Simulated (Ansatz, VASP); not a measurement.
# MgCu3SeI3 in two plane-wave programs, part 2 of 2

Wanted: the spread between two codes on one cell, functional and k mesh. The cell is generated by rule, not measured, and may not be a known phase. The cell is taken from a series of runs on this material, whose earlier steps may have relaxed, scaled, displaced or heated it; both programs get it as it stands.

VASP 6.6.1 and Ansatz 0.2.0.

So far: Set-up; VASP: relaxation of cell and atoms, PBEsol, pair 1.

The structure was built from a prototype and need not be the compound's stable phase.

## (3) Ansatz: relaxation of cell and atoms, PBEsol, pair 1

Level of this step: Ansatz beside VASP: Kohn-Sham DFT, plane waves, PBEsol (Ansatz).

Ansatz runs on its default PAW (the set named soft_2) files.

The same cell, functional, mesh and smearing now go to Ansatz, which takes its cutoff from its data sets.

Contents of input.yaml:

```yaml
crystal:
  lattice:
    - [2.9907042804, 2.9907042804, 0.0]
    - [-2.9817266005, 2.9817266005, 0.0]
    - [0.0, 0.0, 11.834394003]
  atoms:
    - { symbol: Cu, position: [0.5, 0.5, 0.2346136053] }
    - { symbol: Cu, position: [0.0, 0.0, 0.4907073183] }
    - { symbol: Cu, position: [0.5, 0.5, 0.7397095942] }
    - { symbol: I, position: [0.0, 0.5, 0.3705763299] }
    - { symbol: I, position: [0.5, 0.0, 0.6193410505] }
    - { symbol: I, position: [0.0, 0.5, 0.868279301] }
    - { symbol: Mg, position: [0.0, 0.0, 0.034102759] }
    - { symbol: Se, position: [0.5, 0.0, 0.1426700418] }
kpoints:
  mp_grid: { grid: [6, 6, 2] }
hamiltonian:
  xc: pbesol
scf:
  occupations: { method: gaussian, width: 0.02 }
output:
  forces: true
  stress: true
  eigenvalues: true
  write_density: true
  write_potential: true
  elf: true
  volumetric_format: npy
relax:
  adjacent_minimum: "off"
  f_tol: 0.005
  max_steps: 80
  cell: { stress_tol: 0.05 }
```

The run is started by

```bash
ansatz run input.yaml --threads 8 --pin off --max-ram 14336MiB --backend cpu --events-out ev --progress --plain --runs-dir out
```

Numbers of over 12 decimals in the logs are rounded to 6 here.

The program printed:

```text
Engine: ansatz 0.2.0, x86_64-unknown-linux-gnu
Pseudopotentials: kind: paw
Pseudopotential: Cu, paw, valence charge 19, recommended cutoff 420 eV (normal), Cu.paw.azcp
Pseudopotential: I, paw, valence charge 17, recommended cutoff 420 eV (normal), I.paw.azcp
Pseudopotential: Mg, paw, valence charge 10, recommended cutoff 420 eV (normal), Mg.paw.azcp
Pseudopotential: Se, paw, valence charge 16, recommended cutoff 420 eV (normal), Se.paw.azcp
Functional definition: PBEsol
  exchange = pbesol_x
  correlation = pbesol_c
Crystal: 8 atoms, lattice volume = 211.066 Å³
Basis set: ecut = 420 eV, 4059 PW (Γ), exchange–correlation on 60×60×160 points (8 copies of the dense FFT grid, shifted against one another)
Bands: 81, of which v1, the nominal top of the filled ones, is band 67 counted from 1 (66 counted from 0)
Symmetry: 4 space group operations
Space group: Pmm2 (ITA 25), of the structure as read, at distance tolerance 6.0e-5 Å
k-points: 32 of 72
Non-local potential: Cu, projectors of the file, l = 0: 3, l = 1: 2, l = 2: 3, l = 3: 1
Non-local potential: I, projectors of the file, l = 0: 2, l = 1: 2, l = 2: 2, l = 3: 2
Non-local potential: Mg, projectors of the file, l = 0: 3, l = 1: 2, l = 2: 1
Non-local potential: Se, projectors of the file, l = 0: 2, l = 1: 2, l = 2: 3, l = 3: 1
PAW form: soft (Blöchl's): semilocal exchange-correlation on the pseudo side does not see the compensation charge
PAW frozen core: Cu, regenerated for the run's functional, and the local potential with it (the file was generated under x = pbe(κ = 0.804, μ = 0.219515), c = pbe(β = 0.066725))
PAW frozen core: I, regenerated for the run's functional, and the local potential with it (the file was generated under x = pbe(κ = 0.804, μ = 0.219515), c = pbe(β = 0.066725))
PAW frozen core: Mg, regenerated for the run's functional, and the local potential with it (the file was generated under x = pbe(κ = 0.804, μ = 0.219515), c = pbe(β = 0.066725))
PAW frozen core: Se, regenerated for the run's functional, and the local potential with it (the file was generated under x = pbe(κ = 0.804, μ = 0.219515), c = pbe(β = 0.066725))
PAW one-centre angular grid: Cu, 590 points (default); XC on 64 Gauss nodes
PAW one-centre angular grid: I, 590 points (default); XC on 64 Gauss nodes
PAW one-centre angular grid: Mg, 110 points (default); XC on 64 Gauss nodes
PAW one-centre angular grid: Se, 590 points (default); XC on 64 Gauss nodes
Initial density: superposition of atomic densities (neutral atoms: chi_scale 0, normalization atom), corrected by the library's trained network
Initial wavefunctions: pseudopotential atomic-orbital guess
Functional: x = pbesol(κ = 0.804, μ = 0.123457), c = pbesol(β = 0.046)
SCF iter   1: F=—  HF=-49402.229740 eV  |F-HF|=—  |Δ(HF+E_count)|=         —  Δρ=7.08e-3  dr2=7.06e-2  ethr=1.77e-3  ⟨swp⟩=7.2  Hψ=10685  notcnv=0  defer=21
preconditioner: auto → Resta (q_TF=auto, 2.529 Å⁻¹)  ε∞=6.2  [insulator: Δε(μ)=0.779 eV  Ē_g=8.858 eV  σ=0.020 eV  W_gap=1.00  n_scr=56 (ndim 8)  ℏωp=20.1 eV  f_vac=0.151  D(μ)=0.00/eV (n_scr^D=0)  ε∞_Penn≈6.2]
SCF iter   2: F=—  HF=-49402.224079 eV  |F-HF|=—  |Δ(HF+E_count)|=   5.66e-3  Δρ=5.25e-3  dr2=4.35e-2  ethr=5.27e-5  ⟨swp⟩=2.3  Hψ=5392  notcnv=0  defer=258
SCF iter   3: F=—  HF=-49402.212925 eV  |F-HF|=—  |Δ(HF+E_count)|=   1.12e-2  Δρ=1.58e-3  dr2=7.05e-3  ethr=3.24e-5  ⟨swp⟩=2.0  Hψ=4541  notcnv=0  defer=258
SCF iter   4: F=—  HF=-49402.211783 eV  |F-HF|=—  |Δ(HF+E_count)|=   1.14e-3  Δρ=5.46e-4  dr2=7.95e-4  ethr=5.26e-6  ⟨swp⟩=2.0  Hψ=3495  notcnv=0  defer=258
SCF iter   5: F=—  HF=-49402.211895 eV  |F-HF|=—  |Δ(HF+E_count)|=   1.13e-4  Δρ=6.67e-4  dr2=6.55e-4  ethr=5.93e-7  ⟨swp⟩=2.0  Hψ=4506  notcnv=0  defer=258
SCF iter   6: F=—  HF=-49402.211826 eV  |F-HF|=—  |Δ(HF+E_count)|=   6.95e-5  Δρ=1.51e-4  dr2=7.05e-5  ethr=4.89e-7  ⟨swp⟩=2.0  Hψ=4158  notcnv=0  defer=258
SCF iter   7: F=—  HF=-49402.211848 eV  |F-HF|=—  |Δ(HF+E_count)|=   2.22e-5  Δρ=5.63e-5  dr2=8.39e-6  ethr=5.26e-8  ⟨swp⟩=2.0  Hψ=3339  notcnv=0  defer=258
SCF iter   8: F=—  HF=-49402.211856 eV  |F-HF|=—  |Δ(HF+E_count)|=   7.93e-6  Δρ=3.64e-5  dr2=2.47e-6  ethr=6.26e-9  ⟨swp⟩=2.1  Hψ=4074  notcnv=0  defer=258
SCF iter   9: F=—  HF=-49402.211857 eV  |F-HF|=—  |Δ(HF+E_count)|=   1.08e-6  Δρ=4.22e-5  dr2=2.50e-6  ethr=1.85e-9  ⟨swp⟩=2.0  Hψ=4477  notcnv=0  defer=258
SCF iter  10: F=—  HF=-49402.211857 eV  |F-HF|=—  |Δ(HF+E_count)|=   1.34e-7  Δρ=1.27e-5  dr2=3.10e-7  ethr=1.85e-9  ⟨swp⟩=2.0  Hψ=2928  notcnv=0  defer=258
[...]
SCF 1 converged in 11 iterations: F = -49402.211857 eV  dr2 = 6.41e-8
[...]
SCF iter   7: F=-49402.211998 eV  HF=-49402.211998 eV  |F-HF|=3.64e-10  |Δ(HF+E_count)|=   1.73e-8  Δρ=1.09e-6  dr2=3.33e-9  ethr=1.05e-11  ⟨swp⟩=7.9  Hψ=17602  notcnv=0
SCF 3 converged in 7 iterations: F = -49402.211998 eV  dr2 = 3.33e-9
relax step   3: F+E_penalty+E_count = -49402.21199799 eV  Δ(F+E_penalty+E_count) = -1.750e-5 eV  max|allowed force component| = 3.046e-3 eV/Å  Δτ_max = 0.0027 Å  P = -0.006 GPa  Ω = 211.377 Å³  energy of the carried Pulay correction = -7.277e-5 eV  (7 SCF iters, dr2 threshold 1.40e-8 eV, accepted)
Initial wavefunctions: pseudopotential atomic-orbital guess (no wavefunctions were taken with the density)
iter 1 solved again at ethr=3.38e-7 eV; its pass at ethr=3.10e-3 eV (dr2=4.53e-4 eV) is discarded
SCF iter   1: F=—  HF=-49402.211397 eV  |F-HF|=—  |Δ(HF+E_count)|=         —  Δρ=1.67e-4  dr2=1.27e-6  ethr=3.38e-7  ⟨swp⟩=3.9  Hψ=17509  notcnv=0
SCF iter   2: F=—  HF=-49402.211896 eV  |F-HF|=—  |Δ(HF+E_count)|=   4.99e-4  Δρ=8.45e-5  dr2=3.16e-7  ethr=9.49e-10  ⟨swp⟩=2.0  Hψ=4307  notcnv=0
SCF iter   3: F=—  HF=-49402.212077 eV  |F-HF|=—  |Δ(HF+E_count)|=   1.81e-4  Δρ=9.18e-6  dr2=7.98e-8  ethr=2.36e-10  ⟨swp⟩=2.0  Hψ=3552  notcnv=0
SCF iter   4: F=—  HF=-49402.212078 eV  |F-HF|=—  |Δ(HF+E_count)|=   3.56e-7  Δρ=3.65e-6  dr2=1.45e-8  ethr=5.96e-11  ⟨swp⟩=2.0  Hψ=4692  notcnv=0
SCF iter   5: F=—  HF=-49402.212078 eV  |F-HF|=—  |Δ(HF+E_count)|=   8.32e-8  Δρ=9.07e-7  dr2=1.45e-9  ethr=1.08e-11  ⟨swp⟩=2.0  Hψ=3161  notcnv=0
SCF iter   6: F=—  HF=-49402.212078 eV  |F-HF|=—  |Δ(HF+E_count)|=   7.31e-9  Δρ=5.69e-7  dr2=6.34e-10  ethr=1.08e-12  ⟨swp⟩=2.0  Hψ=3435  notcnv=0
SCF iter   7: F=—  HF=-49402.212078 eV  |F-HF|=—  |Δ(HF+E_count)|=  1.67e-10  Δρ=2.24e-7  dr2=1.64e-10  ethr=1.00e-12  ⟨swp⟩=2.0  Hψ=3141  notcnv=0
SCF iter   8: F=-49402.212078 eV  HF=-49402.212078 eV  |F-HF|=2.91e-11  |Δ(HF+E_count)|=  8.73e-11  Δρ=8.77e-8  dr2=2.26e-11  ethr=1.00e-12  ⟨swp⟩=6.8  Hψ=12411  notcnv=0
SCF 4 converged in 8 iterations: F = -49402.212078 eV  dr2 = 2.26e-11
relax step   4: F+E_penalty+E_count = -49402.21207783 eV  Δ(F+E_penalty+E_count) = -7.985e-5 eV  max|allowed force component| = 3.053e-3 eV/Å  Δτ_max = 0.0000 Å  P = -0.006 GPa  Ω = 211.377 Å³  stress off target by 9.09e-3 GPa  SCF on the basis re-selected at this cell (its energy is not comparable with the rows above)  (8 SCF iters)
basis re-selected at this cell: Δ(F+E_penalty+E_count) = -7.985e-5 eV, ΔP = -0.000 GPa vs the last step (what re-selecting the basis moved, of the pressure what is left beyond the Pulay correction that the steps carried, after the strain that the cell walked since its last selection, with what the two solves' SCF thresholds leave and, on support functions, any second-order correction that the steps lacked; it is no m [...]
SCF converged after 8 iterations
Free energy (F): -49402.212078 eV
Harris-Foulkes:  -49402.212078 eV  (|F-HF|=2.91e-11)
Internal energy: -49402.212078 eV  (E = F + TS)
E sigma→0 (E₀):  -49402.212078 eV
Fermi energy:    8.596267 eV
--- Per-component energies (eV) ---
  E_band       = -3343.908169
  E_kinetic    = 1666.880164
  E_local      = -28027.745437  (includes V_loc(G=0)·N_el)
  E_nonlocal   = 450.757317
  E_hartree    = 12949.280868
  E_xc         = -775.315883
  E_vxc        = -860.064363  (∫ρ·V_xc dr)
  E_paw        = -21272.827582  (= ΣΔE_a)
  E_vpaw       = -2472.297769  (= ΣTr[D̂ρ^β])
  E_aug_tail   = 0.000292  (compensation charges beyond the density's cutoff)
  E_ewald      = -14396.164161
  E_core_change = 2.922345  (= ΣΔE_core)
  E_smearing   = -0.000000  (= −TS)
  E_closure    = -0.000000  (closes the sum)
  Σ components = -49402.212078   (vs F -49402.212078, Δ=0.00e0)
--- Forces (eV/Å), atoms counted from 1 ---
  atom   1  Cu     0.00000000    -0.00000000    -0.00218051
  atom   2  Cu    -0.00000000    -0.00000000     0.00181103
  atom   3  Cu    -0.00000000     0.00000000     0.00305282
  atom   4  I     -0.00000000     0.00000000    -0.00151338
  atom   5  I     -0.00000000     0.00000000    -0.00197136
  atom   6  I      0.00000000     0.00000000    -0.00067729
  atom   7  Mg     0.00000000    -0.00000000     0.00023962
  atom   8  Se     0.00000000     0.00000000     0.00123818
  max |Σ_I F_I| component: 8.95e-7 eV/Å
--- Stress (GPa, compression-positive) ---
       -0.005539      -0.003549      -0.000000
       -0.003549      -0.005539      -0.000000
        0.000000      -0.000000      -0.008168
  P = ⅓ Tr σ = -0.0064 GPa (-0.064 kbar)
--- Band table (eV; the first three rows and the last of 32) ---
  k-point 0: bands = [... 63 lower, 7.2907, 7.9465, 8.0654, 8.2023, 8.9903, 10.1609, 10.6527, 11.0153, ... 10 higher]
  k-point 1: bands = [... 63 lower, 7.3700, 7.6751, 7.8827, 8.1392, 9.8890, 10.1916, 10.3557, 10.6425, ... 10 higher]
  k-point 2: bands = [... 63 lower, 7.1212, 7.4891, 7.8293, 7.9056, 9.8827, 10.5108, 11.0383, 11.3231, ... 10 higher]
  k-point 31: bands = [... 63 lower, 6.5374, 6.5394, 6.8471, 6.9449, 10.4058, 10.6400, 11.1224, 11.1550, ... 10 higher]
--- Relaxed structure (3 steps of the walk, 3 accepted, 1 SCFs on fresh bases) ---
  F+E_penalty+E_count = -49402.21207783 eV   max|allowed force component| = 3.053e-3 eV/Å   (the final SCF, on the basis selected at the relaxed cell)
  cell:  # Å, volume = 211.3772 Å³
    - [2.995769, 2.995769, 0]
    - [-2.980076, 2.980076, 0]
    - [0, 0, 11.838387]
  atoms:
    - { symbol: Cu, position: [0.500000, 0.500000, 0.234436] }
    - { symbol: Cu, position: [0, 0, 0.491028] }
    - { symbol: Cu, position: [0.500000, 0.500000, 0.740072] }
    - { symbol: I, position: [0, 0.5, 0.370672] }
    - { symbol: I, position: [0.500000, 0, 0.619288] }
    - { symbol: I, position: [0, 0.5, 0.868256] }
    - { symbol: Mg, position: [0, 0, 0.033947] }
    - { symbol: Se, position: [0.500000, 0, 0.142300] }
```

The column dr2 measures how far the density is from self-consistency, as an energy; F and HF (Harris–Foulkes) agree once it is small.

## (4) Differences

Known differences besides the potentials themselves: the data sets hold 134 valence electrons in Ansatz (on its default PAW (the set named soft_2) files) and 62 in VASP; the cutoff is 420 eV in Ansatz and 600 eV in VASP; Ansatz makes its cores anew for this functional, VASP keeps those of its PBE data sets; Ansatz adds a Pulay correction to the stress that steers its cell, VASP none. Total energies have different zeros and are not compared.

Compared:

```
                                         quantity  Ansatz    VASP  difference
                                      volume (Å³)  211.38  211.74     -0.17 %
edge a after relaxation, in the typed setting (Å)   4.237   4.239     -0.05 %
edge b after relaxation, in the typed setting (Å)   4.215   4.218     -0.09 %
edge c after relaxation, in the typed setting (Å)  11.838  11.841     -0.03 %
```

## (5) Ansatz: relaxation of cell and atoms, PBEsol, pair 2

The relaxed volume is the usual yardstick between codes: in a stiff, nearly cubic crystal its relative difference is about their pressure difference at one cell divided by the bulk modulus.

The cell is taken from a series of runs on this material, whose earlier steps may have relaxed, scaled, displaced or heated it; both programs get it as it stands.

Contents of input.yaml:

```yaml
crystal:
  lattice:
    - [2.9957686683, 2.9957686683, 0.0]
    - [-2.9800755764, 2.9800755764, 0.0]
    - [0.0, 0.0, 11.838387114]
  atoms:
    - { symbol: Cu, position: [0.5, 0.5, 0.2344356575] }
    - { symbol: Cu, position: [0.0, 0.0, 0.4910275056] }
    - { symbol: Cu, position: [0.5, 0.5, 0.7400724924] }
    - { symbol: I, position: [0.0, 0.5, 0.3706722775] }
    - { symbol: I, position: [0.5, 0.0, 0.6192884158] }
    - { symbol: I, position: [0.0, 0.5, 0.8682562792] }
    - { symbol: Mg, position: [0.0, 0.0, 0.0339473106] }
    - { symbol: Se, position: [0.5, 0.0, 0.1423000614] }
kpoints:
  mp_grid: { grid: [8, 8, 2] }
hamiltonian:
  xc: pbesol
scf:
  occupations: { method: fixed }
output:
  forces: true
  stress: true
  eigenvalues: true
relax:
  adjacent_minimum: "off"
  f_tol: 0.001
  max_steps: 60
  cell: { stress_tol: 0.01 }
```

The program printed:

```text
[...]
Crystal: 8 atoms, lattice volume = 211.377 Å³
Basis set: ecut = 420 eV, 4075 PW (Γ), exchange–correlation on 60×60×160 points (8 copies of the dense FFT grid, shifted against one another)
Bands: 81, of which v1, the nominal top of the filled ones, is band 67 counted from 1 (66 counted from 0)
Symmetry: 4 space group operations
[...]
k-points: 50 of 128
[...]
- [-2.978930, 2.978930, 0]
    - [0, 0, 11.843953]
  atoms:
    - { symbol: Cu, position: [0.500000, 0.500000, 0.234424] }
    - { symbol: Cu, position: [0, 0, 0.491087] }
    - { symbol: Cu, position: [0.500000, 0.500000, 0.740151] }
    - { symbol: I, position: [0, 0.5, 0.370643] }
    - { symbol: I, position: [0.500000, 0, 0.619276] }
    - { symbol: I, position: [0, 0.5, 0.868221] }
    - { symbol: Mg, position: [0, 0, 0.033904] }
    - { symbol: Se, position: [0.500000, 0, 0.142295] }
[key lines of the parts left out:]
SCF converged after 8 iterations
Free energy (F): -49402.216144 eV
Fermi energy:    8.205465 eV
P = ⅓ Tr σ = -0.0015 GPa (-0.015 kbar)
```

## (6) VASP: relaxation of cell and atoms, PBEsol, pair 2

The same cell, functional and mesh now go to VASP, with its own data sets.

Contents of INCAR:

```
SYSTEM = MgCu3SeI3
PREC = Accurate
ENCUT = 600
EDIFF = 1E-07
NELM = 120
ISMEAR = 0
SIGMA = 0.01
LREAL = .FALSE.
ALGO = Normal
GGA = PS
NBANDS = 39
LASPH = .TRUE.
LORBIT = 11
LWAVE = .FALSE.
LCHARG = .FALSE.
ISIF = 3
IBRION = 2
NSW = 80
EDIFFG = -0.005
GGA_COMPAT = .FALSE.
NELMIN = 4
EFERMI = MIDGAP
KPAR = 2
```

Contents of POSCAR:

```
MgCu3SeI3
1.0
    2.9957690000      2.9957690000      0.0000000000
   -2.9800760000      2.9800760000      0.0000000000
    0.0000000000      0.0000000000     11.8383870000
Cu I Mg Se
3 3 1 1
Direct
    0.5000000000      0.4999998322      0.2344356541
    0.0000000000      0.0000000000      0.4910275361
    0.5000000000      0.4999998322      0.7400725285
    0.0000000000      0.5000000000      0.3706722884
    0.4999998331      0.0000000000      0.6192884216
    0.0000000000      0.5000000000      0.8682562920
    0.0000000000      0.0000000000      0.0339472768
    0.4999998331      0.0000000000      0.1423000448
```

Contents of KPOINTS:

```
Automatic mesh
0
Gamma
8 8 2
0 0 0
```

The projector-augmented-wave data sets are Cu, I, Mg and Se (PBE family, release 64).

The run is started by

```bash
mpirun -np 2 vasp_std
```

The program printed:

```text
[banner, memory and clock lines left out]
running    2 mpi-ranks, on    1 nodes
[...]
[... a notice as in an earlier step ...]

 LDA part: xc-table for (Slater+PW92), standard interpolation
 POSCAR, INCAR and KPOINTS ok, starting setup
[...]
entering main loop
       N       E                     dE             d eps       ncg     rms          rms(c)
DAV:   1     0.544538234051E+03    0.54454E+03   -0.26651E+04  3900   0.181E+03
DAV:   2     0.471941569845E+02   -0.49734E+03   -0.47940E+03  3921   0.382E+02
DAV:   3    -0.234827705873E+02   -0.70677E+02   -0.68305E+02  5497   0.167E+02
DAV:   4    -0.282372865033E+02   -0.47545E+01   -0.47355E+01  6049   0.432E+01
[...]
DAV:  17    -0.266260589172E+02    0.43828E-05   -0.16293E-05  6513   0.589E-02    0.143E-02
DAV:  18    -0.266260588927E+02    0.24579E-07   -0.52607E-06  6143   0.329E-02    0.401E-03
DAV:  19    -0.266260589609E+02   -0.68276E-07   -0.71528E-07  5438   0.916E-03
   1 F= -.26626059E+02 E0= -.26626059E+02  d E =-.266261E+02
[... from here on, the cycles between the ionic steps are left out ...]
   2 F= -.26626184E+02 E0= -.26626184E+02  d E =-.125531E-03
   4 F= -.26626198E+02 E0= -.26626198E+02  d E =-.139098E-03
   5 F= -.26626198E+02 E0= -.26626198E+02  d E =-.139009E-03
   6 F= -.26626194E+02 E0= -.26626194E+02  d E =-.135097E-03
   7 F= -.26626196E+02 E0= -.26626196E+02  d E =-.137485E-03
   8 F= -.26626198E+02 E0= -.26626198E+02  d E =-.138660E-03
   9 F= -.26626211E+02 E0= -.26626211E+02  d E =-.130990E-04
  10 F= -.26626147E+02 E0= -.26626147E+02  d E =0.503767E-04
  11 F= -.26626207E+02 E0= -.26626207E+02  d E =-.942881E-05
  12 F= -.26626210E+02 E0= -.26626210E+02  d E =-.124654E-04
  13 F= -.26626211E+02 E0= -.26626211E+02  d E =-.135471E-04
  14 F= -.26626221E+02 E0= -.26626221E+02  d E =-.963786E-05
 trial-energy change:   -0.000010  1 .order   -0.000009   -0.000013   -0.000006
 step:   1.8333(harm=  1.8333)  dis= 0.00094  next Energy=   -26.626223 (dE=-0.117E-04)
 reached required accuracy - stopping structural energy minimisation
```

From OUTCAR (step 6):

```text
  Total        0.0021232      0.0021232      0.0082532      0.0041814      0.0000000      0.0000000
  in kB        0.0160664      0.0160664      0.0624526      0.0316411      0.0000000      0.0000000
  external PRESSURE =       0.0315285 kB  Pullay stress =       0.0000000 kB

 POSITION                                       TOTAL-FORCE (eV/Angst)
 -----------------------------------------------------------------------------------
      0.00747      2.98947      2.77805        -0.000000      0.000000      0.000552
     -2.98200      2.98200      5.81634        -0.000000      0.000000     -0.000476
      0.00747      2.98947      8.76699        -0.000000      0.000000      0.002558
     -1.49100      1.49100      4.39087        -0.000000      0.000000     -0.001615
      1.49847      1.49847      7.33633         0.000000     -0.000000      0.001403
     -1.49100      1.49100     10.28676        -0.000000      0.000000      0.003410
     -0.00000      0.00000      0.40208        -0.000000      0.000000     -0.003029
      1.49847      1.49847      1.68317        -0.000000      0.000000     -0.002803
 -----------------------------------------------------------------------------------
    total drift:                                0.000232      0.000721     -0.003056

  FREE ENERGIE OF THE ION-ELECTRON SYSTEM (eV)
  ---------------------------------------------------
  free  energy   TOTEN  =       -26.6262208055 eV

  energy  without entropy=      -26.6262208055  energy(sigma->0) =      -26.62622081

[... 1 part as in an earlier step ...]

[... 3 further parts left out ...]
[key lines of the parts left out:]
E-fermi :   4.7745
```

## (7) Comparison

What differs besides the data sets and the points named for the pairs above, as far as they apply: fixed occupations in Ansatz, narrow Gaussian smearing in VASP; the data sets hold 134 valence electrons in Ansatz (on its default PAW (the set named soft_2) files) and 62 in VASP. Total energies have different zeros and are not compared.

Both answers:

```
                                         quantity  Ansatz    VASP  difference
                                      volume (Å³)  211.33  211.73     -0.19 %
edge a after relaxation, in the typed setting (Å)   4.235   4.238     -0.07 %
edge b after relaxation, in the typed setting (Å)   4.213   4.217     -0.10 %
edge c after relaxation, in the typed setting (Å)  11.844  11.846     -0.02 %
```

## (8) Summary of results

| Item | Value |
| --- | --- |
| difference in volume (relaxation of cell and atoms, PBEsol, pair 1) | -0.17 % |
| difference in volume (relaxation of cell and atoms, PBEsol, pair 2) | -0.19 % |

**Reading.** The difference in volume is -0.19 % (relaxation of cell and atoms, PBEsol, pair 2), within the 1.2 % picked in this series as the mark of a large difference, as far as the stopping tolerances let one tell. The data sets hold unlike numbers of valence electrons (134 in Ansatz and 62 in VASP), so part of the differences comes from the potentials. 1 further run of this series is not shown here. How closely two codes agree says nothing of how well the functional describes the real material.

[Lines on the potential files, build, host, timing and source positions are cut from VASP's logs without a mark.]

[Logs are printed without paths, hosts, clocks, repeated set-up lines and the standing remarks that a program may print on its own settings, such as how far it seeks lower states.]

[Hosts, paths, dates, database ids (printed as entryN), source tags and the programs' standing remarks are cut or masked in the printed files.]
